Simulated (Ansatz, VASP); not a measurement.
# Cross-check of BSbN2 (CuAu-ordered zincblende type (invented)) between VASP and Ansatz, part 2 of 2

Wanted: the spread between two codes on one cell, functional and k mesh. The cell is generated by rule, not measured, and may not be a known phase. Of the first pair: The two relaxations start from unlike cells of this crystal (the structure described is Ansatz's start), so only their ends are compared.

VASP 6.6.1 and Ansatz 0.2.0.

So far: The starting structure; Ansatz: relaxation of cell and atoms, PBEsol, pair 1; VASP: relaxation of cell and atoms, PBEsol, pair 1.

## 4. Side by side

Known differences besides the potentials themselves: the data sets hold 28 valence electrons in Ansatz (on its default PAW (the set named soft_2) files) and 18 in VASP; the cutoff is 420 eV in Ansatz and 600 eV in VASP; Ansatz makes its cores anew for this functional, VASP keeps those of its PBE data sets; Ansatz adds a Pulay correction to the stress that steers its cell, VASP none. Total energies have different zeros and are not compared.

Compared:

```
                                         quantity  Ansatz   VASP  difference
                                      volume (Å³)   41.28  41.26     +0.04 %
edge a after relaxation, in the typed setting (Å)   2.827  2.828     -0.03 %
edge c after relaxation, in the typed setting (Å)   5.165  5.161     +0.09 %
```

## 5. Ansatz: relaxation of cell and atoms, PBEsol, pair 2

The relaxed volume is the usual yardstick between codes: in a stiff, nearly cubic crystal its relative difference is about their pressure difference at one cell divided by the bulk modulus. Its start cell is another than that of the pair before, and may be another structure of the material.

The cell is taken from a series of runs on this material, whose earlier steps may have relaxed, scaled, displaced or heated it; both programs get it as it stands.

The input, input.yaml:

```yaml
crystal:
  lattice:
    - [2.8268257663, 0.0, 0.0]
    - [0.0, 2.8268257663, 0.0]
    - [0.0, 0.0, 5.1655302085]
  atoms:
    - { symbol: B, position: [0.0, 0.0, 0.0] }
    - { symbol: Sb, position: [0.5, 0.5, 0.5] }
    - { symbol: "N", position: [0.0, 0.5, 0.1509215424] }
    - { symbol: "N", position: [0.5, 0.0, 0.8490784576] }
kpoints:
  mp_grid: { grid: [14, 14, 8] }
hamiltonian:
  xc: pbesol
scf:
  occupations: { method: gaussian, width: 0.1 }
output:
  forces: true
  stress: true
  eigenvalues: true
relax:
  adjacent_minimum: "off"
  f_tol: 0.005
  max_steps: 80
  cell: { stress_tol: 0.05 }
```

The run is started by

```bash
$ ansatz run input.yaml --threads 2 --pin off --max-ram 5120MiB --backend cpu --events-out ev --progress --plain --runs-dir out
```

Numbers of over 12 decimals in the logs are rounded to 6 here.

Output:

```text
[...]
Crystal: 4 atoms, lattice volume = 41.277 Å³
Basis set: ecut = 420 eV, 805 PW (Γ), exchange–correlation on 40×40×72 points (8 copies of the dense FFT grid, shifted against one another)
Bands: 18, of which v1, the nominal top of the filled ones, is band 14 counted from 1 (13 counted from 0)
Symmetry: 8 space group operations
[...]
k-points: 180 of 1568 (time reversal used)
[...]
--- Relaxed structure (4 steps of the walk, 4 accepted, 1 SCFs on fresh bases) ---
[...]
cell:  # Å, volume = 41.2808 Å³
    - [2.821568, 0, -7.369762195558853e-19]
    - [0, 2.821568, 0]
    - [-1.346695282902004e-18, 0, 5.185225]
  atoms:
    - { symbol: B, position: [0, 0, 0] }
    - { symbol: Sb, position: [0.5, 0.5, 0.5] }
    - { symbol: N, position: [0, 0.5, 0.150861] }
    - { symbol: N, position: [0.5, 0, 0.849139] }
[key lines of the parts left out:]
SCF converged after 6 iterations
Free energy (F): -7316.497051 eV
Fermi energy:    12.466313 eV
P = ⅓ Tr σ = -0.0146 GPa (-0.146 kbar)
```

## 6. VASP: relaxation of cell and atoms, PBEsol, pair 2

The same cell, functional, mesh and smearing now go to VASP, with its own data sets.

The input, INCAR:

```
SYSTEM = BSbN2
PREC = Accurate
ENCUT = 600
EDIFF = 1E-07
NELM = 120
ISMEAR = 0
SIGMA = 0.1
LREAL = .FALSE.
ALGO = Normal
GGA = PS
NBANDS = 15
LORBIT = 11
LWAVE = .FALSE.
LCHARG = .FALSE.
ISIF = 3
IBRION = 2
NSW = 80
EDIFFG = -0.005
LASPH = .TRUE.
GGA_COMPAT = .FALSE.
NELMIN = 4
```

The input, POSCAR:

```
BSbN2
1.0
    2.8268260000      0.0000000000      0.0000000000
    0.0000000000      2.8268260000      0.0000000000
    0.0000000000      0.0000000000      5.1655300000
B Sb N
1 1 2
Direct
    0.0000000000      0.0000000000      0.0000000000
    0.5000000000      0.5000000000      0.5000000000
    0.0000000000      0.5000000000      0.1509215898
    0.5000000000      0.0000000000      0.8490784102
```

The input, KPOINTS:

```
Automatic mesh
0
Gamma
14 14 8
0 0 0
```

The projector-augmented-wave data sets are B, Sb and N (PBE family, release 64).

The run is started by

```bash
$ mpirun -np 1 vasp_std
```

Output:

```text
[banner, memory and clock lines left out]
running    1 mpi-ranks, on    1 nodes
[...]
[... a notice as in an earlier step ...]

 LDA part: xc-table for (Slater+PW92), standard interpolation
 POSCAR, INCAR and KPOINTS ok, starting setup
[...]
entering main loop
       N       E                     dE             d eps       ncg     rms          rms(c)
DAV:   1     0.898803703948E+02    0.89880E+02   -0.92540E+03  5400   0.124E+03
DAV:   2    -0.245411256325E+02   -0.11442E+03   -0.10839E+03  7335   0.243E+02
DAV:   3    -0.309562235698E+02   -0.64151E+01   -0.63431E+01  7367   0.685E+01
DAV:   4    -0.310229692681E+02   -0.66746E-01   -0.66713E-01  6429   0.727E+00
[...]
DAV:  14    -0.276664160737E+02    0.58206E-06   -0.87670E-07  6471   0.804E-03    0.324E-03
DAV:  15    -0.276664159083E+02    0.16537E-06   -0.50331E-07  6541   0.506E-03    0.751E-04
DAV:  16    -0.276664158824E+02    0.25938E-07   -0.27219E-08  3456   0.142E-03
   1 F= -.27666416E+02 E0= -.27660578E+02  d E =-.276664E+02
[... from here on, the cycles between the ionic steps are left out ...]
   2 F= -.27666739E+02 E0= -.27660887E+02  d E =-.323212E-03
   3 F= -.27666741E+02 E0= -.27660887E+02  d E =-.324999E-03
   4 F= -.27666756E+02 E0= -.27660890E+02  d E =-.153697E-04
 trial-energy change:   -0.000015  1 .order   -0.000015   -0.000025   -0.000006
 step:   1.3019(harm=  1.3019)  dis= 0.00082  next Energy=   -27.666757 (dE=-0.163E-04)
 reached required accuracy - stopping structural energy minimisation
```

OUTCAR, selected parts (step 6):

```text
  Total        0.0023774      0.0023774      0.0086166      0.0000000      0.0000000      0.0000000
  in kB        0.0923240      0.0923240      0.3346122      0.0000000      0.0000000      0.0000000
  external PRESSURE =       0.1730867 kB  Pullay stress =       0.0000000 kB

 POSITION                                       TOTAL-FORCE (eV/Angst)
 -----------------------------------------------------------------------------------
      2.82297      0.00000      0.00000        -0.000000      0.000000      0.000000
      1.41149      1.41149      2.58857        -0.000000     -0.000000      0.000000
      0.00000      1.41149      0.78249        -0.000000      0.000000     -0.002904
      1.41149      0.00000      4.39465         0.000000      0.000000      0.002904
 -----------------------------------------------------------------------------------
    total drift:                                0.000000      0.000000      0.000000

  FREE ENERGIE OF THE ION-ELECTRON SYSTEM (eV)
  ---------------------------------------------------
  free  energy   TOTEN  =       -27.6667562505 eV

  energy  without entropy=      -27.6550246611  energy(sigma->0) =      -27.66089046

[... 1 part as in an earlier step ...]

[... 3 further parts left out ...]
[key lines of the parts left out:]
E-fermi :   8.8454
```

## 7. Differences

What differs besides the data sets and the points named for the pairs above, as far as they apply: the data sets hold 28 valence electrons in Ansatz (on its default PAW (the set named soft_2) files) and 18 in VASP. Total energies have different zeros and are not compared.

The two programs side by side:

```
                                         quantity  Ansatz   VASP  difference
                                      volume (Å³)   41.28  41.26     +0.06 %
edge a after relaxation, in the typed setting (Å)   2.822  2.823     -0.05 %
edge c after relaxation, in the typed setting (Å)   5.185  5.177     +0.16 %
```

## 8. Results

```json
{
  "difference in edge c after relaxation, in the typed setting (relaxation of cell and atoms, PBEsol, pair 1)": "0.089 %",
  "difference in edge c after relaxation, in the typed setting (relaxation of cell and atoms, PBEsol, pair 2)": "0.16 %"
}
```

**Reading.** The difference in edge c after relaxation, in the typed setting is 0.16 % (relaxation of cell and atoms, PBEsol, pair 2), within the 1.2 % picked in this series as the mark of a large difference, as far as the stopping tolerances let one tell. The data sets hold unlike numbers of valence electrons (28 in Ansatz and 18 in VASP), so part of the differences comes from the potentials. How closely two codes agree says nothing of how well the functional describes the real material.

[Lines on the potential files, build, host, timing and source positions are cut from VASP's logs without a mark.]

[Logs are printed without paths, hosts, clocks, repeated set-up lines and the standing remarks that a program may print on its own settings, such as how far it seeks lower states.]

[Hosts, paths, dates, database ids (printed as entryN), source tags and the programs' standing remarks are cut or masked in the printed files.]
